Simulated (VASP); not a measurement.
Consider the following.

```
CsSnI3
1.0
    6.36327     0.00000     0.00000
    0.00000     6.36327     0.00000
    0.00000     0.00000     6.36327
Cs Sn I
1 1 3
Direct
  0.00000   0.00000   0.00000
  0.50000   0.50000   0.50000
  0.50000   0.00000   0.50000
  0.00000   0.50000   0.50000
  0.50000   0.50000   0.00000
```

Method: PBE GGA, VASP's PBE PAW potentials (set 64) (plane waves; VASP). Settings: 520 eV cut-off, 4×4×4 Γ-centred mesh, Gaussian smearing of 0.050 eV, potentials Cs_sv Sn_d I.

Unless said otherwise, spin-orbit coupling is left out, though it shifts the bands of the heavy elements here.

**Question.** Estimate the energy per atom (σ→0), band gap (on the k-mesh) with the smallest direct gap where there is one.

**Answer.** 
The band gap (on the k-mesh) is 0.61 eV and the smallest direct gap (on the k-mesh) is 0.61 eV. The energy per atom (σ→0) is -2.793 eV/atom.

The absolute energy has meaning only against runs of the same code, potentials and settings.

The compound is CsSnI3 in the cubic perovskite structure, the ideal cubic form; the compound distorts at low or room temperature. This cell is one point of a volume scan, at 1.06 of the reference volume.
